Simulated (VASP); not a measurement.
Level of theory: PBE GGA, VASP's PBE PAW potentials (set 64) (plane waves; VASP 6.6.1).

A VASP calculation is set up with these files.

INCAR:
```
# general
SYSTEM  = MoSi2
PREC    = Accurate
ENCUT   = 500   # plane-wave cut-off (eV)
LREAL   = .False.   # projection in real space or not
LASPH   = .True.   # aspherical one-centre terms

# electronic loop
EDIFF   = 1E-6
NELM    = 100   # most electronic steps
ALGO    = Normal   # blocked Davidson
LMAXMIX = 4

# smearing
ISMEAR  = 1   # Methfessel-Paxton
SIGMA   = 0.1   # width (eV)

# functional
GGA     = PE

# ions
IBRION  = 2   # conjugate gradients
NSW     = 40   # most ionic steps
ISIF    = 3   # ions, shape and volume
EDIFFG  = -0.02
PSTRESS = 450   # kbar

# output
LWAVE   = .False.
LCHARG  = .False.
```

KPOINTS:
```
Automatic mesh
0
Gamma
14 14 14
0 0 0
```

**POSCAR**
```
MoSi2
1
   -1.5439267085     1.5439267085     3.8116104116
    1.5439267085    -1.5439267085     3.8116104116
    1.5439267085     1.5439267085    -3.8116104116
Si Mo
2 1
Direct
  0.6663875923   0.6663875923   0.0000000000
  0.3336124077   0.3336124077   0.0000000000
  0.0000000000   0.0000000000   0.0000000000
```

POTCAR, in this order: Si Mo_sv (PBE.64 set). Program: vasp_std.

Energy and stress use the plane-wave basis of the starting cell.

Problem. Estimate the energy per atom (σ→0), volume per atom, band gap (on the k-mesh).

Solution. 
| Quantity | Value |
|---|---|
| energy per atom (σ→0) | -7.513 eV/atom |
| band gap (on the k-mesh) | none (metal, semimetal or under 0.01 eV) |
| volume per atom | 11.62 Å³/atom |

File OSZICAR:
```
...
       N       E                     dE             d eps       ncg     rms          rms(c)
DAV:   1    -0.225403529887E+02    0.11695E-01   -0.93726E-03  8090   0.111E+00    0.292E-01
DAV:   2    -0.225400441147E+02    0.30887E-03   -0.21867E-03  8076   0.406E-01    0.413E-02
DAV:   3    -0.225400138799E+02    0.30235E-04   -0.12816E-04  8069   0.735E-02    0.178E-02
DAV:   4    -0.225400101149E+02    0.37650E-05   -0.19116E-05  8874   0.419E-02    0.139E-02
DAV:   5    -0.225400113941E+02   -0.12792E-05   -0.12259E-06  4899   0.109E-02    0.848E-03
DAV:   6    -0.225400121624E+02   -0.76829E-06   -0.44101E-07  3730   0.541E-03
   9 F= -.12747293E+02 E0= -.12747286E+02  d E =-.329832E-04
```

The compound is MoSi2 in the MoSi2 type structure. This run relaxes it under an external pressure of 45 GPa. Symmetry was kept, so distortions that lower it aren't found.
